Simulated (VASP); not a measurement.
These are r2SCAN meta-GGA, VASP's PBE PAW potentials (set 64) (plane waves; VASP) values and carry that method's errors.

The input files of a VASP run:

INCAR:
```
! general
SYSTEM  = MgH2
PREC    = Accurate
ENCUT   = 480
LREAL   = .FALSE.
LASPH   = .TRUE.

! electronic loop
EDIFF   = 1E-6
NELM    = 100
ALGO    = Normal
LMIXTAU = .TRUE.

! smearing
ISMEAR  = 0
SIGMA   = 0.05

! functional
METAGGA = R2SCAN

! ions
IBRION  = 2
NSW     = 60
ISIF    = 3
EDIFFG  = -0.02

! output
LWAVE   = .FALSE.
LCHARG  = .FALSE.
```

POSCAR:
```
MgH2
1
    4.4830658688    -0.0000000000     0.0000000000
    0.0000000000     4.4830658688     0.0000000000
    0.0000000000     0.0000000000     2.9947105103
Mg H
2 4
Direct
  0.0000000000   0.0000000000   0.0000000000
  0.5000000000   0.5000000000   0.5000000000
  0.3043077406   0.3043077406   0.0000000000
  0.8043077406   0.1956922594   0.5000000000
  0.1956922594   0.8043077406   0.5000000000
  0.6956922594   0.6956922594   0.0000000000
```

### KPOINTS
```
Automatic mesh
0
Gamma
5 5 7
0 0 0
```

POTCAR, in this order: Mg H (PBE.64 set). Program: vasp_std.

Output of the run:

### OSZICAR
```
       N       E                     dE             d eps       ncg     rms          rms(c)
DAV:   1    -0.498852751533E+01   -0.49885E+01   -0.31673E+03   392   0.734E+02
DAV:   2    -0.246747285699E+02   -0.19686E+02   -0.18503E+02   488   0.848E+01
DAV:   3    -0.253548998824E+02   -0.68017E+00   -0.68017E+00   504   0.218E+01
DAV:   4    -0.253566383200E+02   -0.17384E-02   -0.17384E-02   560   0.111E+00
DAV:   5    -0.253566442056E+02   -0.58856E-05   -0.58856E-05   520   0.523E-02    0.649E+00
DAV:   6    -0.238500585438E+02    0.15066E+01   -0.49410E-01   400   0.557E+00    0.357E+00
DAV:   7    -0.238057669162E+02    0.44292E-01   -0.80263E-01   424   0.817E+00    0.502E-01
DAV:   8    -0.241843651770E+02   -0.37860E+00   -0.30029E-01   384   0.487E+00    0.430E-01
DAV:   9    -0.237018830041E+02    0.48248E+00   -0.27667E-01   384   0.449E+00    0.196E-01
DAV:  10    -0.237246963135E+02   -0.22813E-01   -0.37474E-02   384   0.308E+00    0.382E-02
DAV:  11    -0.237219898012E+02    0.27065E-02   -0.57897E-04   496   0.350E-01    0.332E-02
DAV:  12    -0.237309827322E+02   -0.89929E-02   -0.27897E-03   384   0.953E-01    0.479E-02
DAV:  13    -0.237234784825E+02    0.75042E-02   -0.11902E-03   400   0.495E-01    0.860E-03
DAV:  14    -0.237234905297E+02   -0.12047E-04   -0.24539E-05   552   0.836E-02    0.713E-03
DAV:  15    -0.237234627813E+02    0.27748E-04   -0.73755E-06   400   0.430E-02    0.485E-03
DAV:  16    -0.237234741139E+02   -0.11333E-04   -0.13238E-05   384   0.417E-02    0.129E-03
DAV:  17    -0.237234744134E+02   -0.29943E-06   -0.41905E-07   288   0.775E-03
   1 F= -.23723474E+02 E0= -.23723474E+02  d E =-.237235E+02
       N       E                     dE             d eps       ncg     rms          rms(c)
DAV:   1    -0.237240480563E+02   -0.57394E-03   -0.23880E-03   424   0.482E-01    0.263E-02
DAV:   2    -0.237240535068E+02   -0.54505E-05   -0.64301E-05   400   0.840E-02    0.138E-02
DAV:   3    -0.237240574305E+02   -0.39237E-05   -0.93212E-06   424   0.366E-02    0.214E-03
DAV:   4    -0.237240591084E+02   -0.16779E-05   -0.68073E-06   384   0.444E-02    0.753E-04
DAV:   5    -0.237240625716E+02   -0.34632E-05   -0.10240E-05   384   0.548E-02    0.947E-04
DAV:   6    -0.237240574233E+02    0.51483E-05   -0.19207E-06   384   0.229E-02    0.290E-04
DAV:   7    -0.237240571733E+02    0.24996E-06   -0.34200E-07   192   0.986E-03
   2 F= -.23724057E+02 E0= -.23724057E+02  d E =-.582760E-03
```

### OUTCAR
```
------------------------ aborting loop because EDIFF is reached ----------------------------------------
  FORCE on cell =-STRESS in cart. coord.  units (eV):
  Direction    XX          YY          ZZ          XY          YZ          ZX
  --------------------------------------------------------------------------------------
  Total       -0.0838458     -0.0838458     -0.0774562      0.0000000      0.0000000      0.0000000
  in kB       -2.2412946     -2.2412946     -2.0704940      0.0000000      0.0000000      0.0000000
  external PRESSURE =      -2.1843611 kB  Pullay stress =       0.0000000 kB
  volume of cell :       59.94
      direct lattice vectors                 reciprocal lattice vectors
     4.477298507  0.000000000  0.000000000     0.223348968  0.000000000  0.000000000
    -0.000000000  4.477298507  0.000000000    -0.000000000  0.223348968  0.000000000
     0.000000000  0.000000000  2.989928558     0.000000000  0.000000000  0.334456152
 POSITION                                       TOTAL-FORCE (eV/Angst)
 -----------------------------------------------------------------------------------
      0.00000      0.00000      0.00000         0.000000      0.000000     -0.000000
      2.23865      2.23865      1.49496        -0.000000      0.000000     -0.000000
      1.36303      1.36303      0.00000         0.006560      0.006560      0.000000
      3.60168      0.87562      1.49496         0.006560     -0.006560     -0.000000
      0.87562      3.60168      1.49496        -0.006560      0.006560      0.000000
      3.11427      3.11427      2.98993        -0.006560     -0.006560     -0.000000
 -----------------------------------------------------------------------------------
    total drift:                                0.000000      0.000000     -0.000000
  FREE ENERGIE OF THE ION-ELECTRON SYSTEM (eV)
  ---------------------------------------------------
  free  energy   TOTEN  =       -23.7240571733 eV

  energy  without entropy=      -23.7240571733  energy(sigma->0) =      -23.72405717

 reached required accuracy - stopping structural energy minimisation
```
(Selected blocks of OUTCAR.)

CONTCAR:
```
MgH2
   1.00000000000000
     4.4772985066094657    0.0000000000000000    0.0000000000000000
    -0.0000000000000000    4.4772985066094657    0.0000000000000000
     0.0000000000000000    0.0000000000000000    2.9899285579409915
  Mg              H
     2     4
Direct
     0.0000000000000000    0.0000000000000000    0.0000000000000000
     0.5000000000000000    0.5000000000000000    0.5000000000000000
     0.3044310653459902    0.3044310653459902    0.0000000000000000
     0.8044310653459902    0.1955689346540098    0.5000000000000000
     0.1955689346540098    0.8044310653459902    0.5000000000000000
     0.6955689346540098    0.6955689346540098    1.0000000000000000
```

The compound is MgH2 in the rutile structure. This run relaxes it. Symmetry was kept, so distortions that lower it aren't found. The start is the result of an earlier pass.
